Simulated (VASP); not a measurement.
Data:

```yaml
crystal:
  lattice:
    - [3.31029, 0.00000, 0.00000]
    - [-1.65515, 2.86680, 0.00000]
    - [0.00000, 0.00000, 5.48319]
  atoms:
    - { symbol: Sb, position: [0.33333, 0.66667, 0.25000] }
    - { symbol: Sb, position: [0.66667, 0.33333, 0.75000] }
```

Level of theory: PBEsol GGA, VASP's PBE PAW potentials (set 64) (plane waves; VASP 6.6.1). Numerical set-up: 400 eV cut-off, Gaussian smearing of 0.050 eV, potentials Sb.

Unless said otherwise, spin-orbit coupling is left out, though it shifts the bands of the heavy elements here.

Question: What does the run give for the band gap (along the path) with the smallest direct gap where there is one?

Answer: 
The band gap (along the path) is none (metal, semimetal or under 0.01 eV).

The absolute energy has meaning only against runs of the same code, potentials and settings.

The structure was generated: Sb was put into the hcp type (P6_3/mmc), which need not be its known phase. It was relaxed first, which changed the volume by -5 %.
